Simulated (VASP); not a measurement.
Input of a VASP 6.6.1 run:

File INCAR:

```
PREC = Normal ; ENCUT = 520
EDIFF = 1E-5 ; ISMEAR = 0
SIGMA = 0.05 ; LREAL = Auto
LASPH = T ; NELM = 80
ALGO = Fast ; ISIF = 2
LWAVE = F ; LCHARG = F
GGA = PE
```

KPOINTS

```
regular mesh
0
Gamma
  5 5 5
```

Contents of POSCAR:

```
Mg2CdS3
1.0
   -1.8832300000      2.6631900000      5.6584400000
    1.8832300000     -2.6631900000      5.6584400000
    3.7664600000      5.3263800000    -11.3168800000
Mg Cd S
4 2 6
Direct
    0.6663070000      0.6663070000      0.0000000000
    0.6663070000      0.6663070000      0.5000000000
    0.3336930000      0.3336930000      0.0000000000
    0.3336930000      0.3336930000      0.5000000000
    0.0000000000      0.0000000000      0.0000000000
    0.0000000000      0.0000000000      0.5000000000
    0.1747340000      0.6747340000      0.2500000000
    0.1747340000      0.6747340000      0.7500000000
    0.8252660000      0.3252660000      0.2500000000
    0.8252660000      0.3252660000      0.7500000000
    0.5000000000      0.0000000000      0.2500000000
    0.5000000000      0.0000000000      0.7500000000
```

Potentials or basis: VASP PAW PBE potentials, release 64 (Mg, Cd, S).

The run is started by

```bash
$ cat potpaw_PBE.64/Mg/POTCAR potpaw_PBE.64/Cd/POTCAR potpaw_PBE.64/S/POTCAR > POTCAR
$ mpirun -np 1 vasp_std > vasp.out
```

Task: Estimate the band gap on the k mesh.

Result: 1.72 eV.

Task: Predict the pressure.

Result: 0.0 GPa.

Forces in eV/Å, atoms in the order of the input:
```
Mg   0.000  0.000 -0.004
Mg   0.000  0.000 -0.004
Mg   0.000  0.000  0.004
Mg   0.000  0.000  0.004
Cd   0.000  0.000  0.000
Cd   0.000  0.000  0.000
S    0.000  0.000 -0.001
S    0.000  0.000 -0.001
S    0.000  0.000  0.001
S    0.000  0.000  0.001
S    0.000  0.000  0.000
S    0.000  0.000  0.000
```

Caveat: an odd mesh through Γ misses points on the zone boundary, where band edges often lie. A hybrid or GW would open this gap; PBE tends to underestimate it.
